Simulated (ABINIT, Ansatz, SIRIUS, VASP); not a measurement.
**WAu: 4 runs at one level of theory**

```
W Au
1.0
     0.00000    2.90921    2.90921
     2.90921    0.00000    2.90921
     2.90921    2.90921    0.00000
W Au
1 1
Direct
  0.99667 0.98627 0.99914
  0.74852 0.75552 0.74640
```

The cell comes from a database or a generator and needn't be the stable form of this composition.

Atoms were shifted at random by some hundredths of an Å from the given cell, which wasn't relaxed again for these runs.

Alike in all runs: task single point; functional PBE; k mesh 8 × 8 × 8; occupations fermi-dirac, width 0.05 eV; no spin polarisation; no spin-orbit coupling. Pressure is positive in compression and, in plane waves, holds the error of the finite cutoff, which Ansatz's Pulay term estimates and takes out.

```
                                     program and potentials  plane-wave cutoff (eV)                                                                        notes  band gap (eV)  pressure (GPa)  largest force (eV/Å)  energy over the undisturbed cell (meV/atom)
                       VASP, PBE PAW files Au, W_sv, 520 eV                     520                                    12.5 valence electrons an atom on average         no gap            0.42                 0.961                                            -
SIRIUS, PseudoDojo 0.4.1 PBE standard (scalar relativistic)                    1054                                    16.5 valence electrons an atom on average         no gap            0.32                 0.948                                            -
                      Ansatz, Ansatz PAW (earlier soft set)                     420  16.5 valence electrons an atom on average; Pulay term of +0.05 GPa included         no gap            0.34                 0.948                                        18.36
                                   ABINIT, JTH PAW PBE v2.0                     544                                    12.5 valence electrons an atom on average         no gap            0.55                 0.991                                        19.17
```

Force on atom 1 (W), eV/Å:

```
                                     program and potentials      x      y      z
                       VASP, PBE PAW files Au, W_sv, 520 eV  0.592  0.057  0.755
SIRIUS, PseudoDojo 0.4.1 PBE standard (scalar relativistic)  0.584  0.054  0.745
                      Ansatz, Ansatz PAW (earlier soft set)  0.584  0.054  0.745
                                   ABINIT, JTH PAW PBE v2.0  0.610  0.062  0.778
```

None finds a gap. The pressure spans 0.32 (SIRIUS, PseudoDojo 0.4.1 PBE standard (scalar relativistic)) to 0.55 GPa (ABINIT, JTH PAW PBE v2.0).

Differences between rows come from potentials, basis sets and numerical settings, since the functional is the same but for its coding. Runs on potential files found faulty are left out.
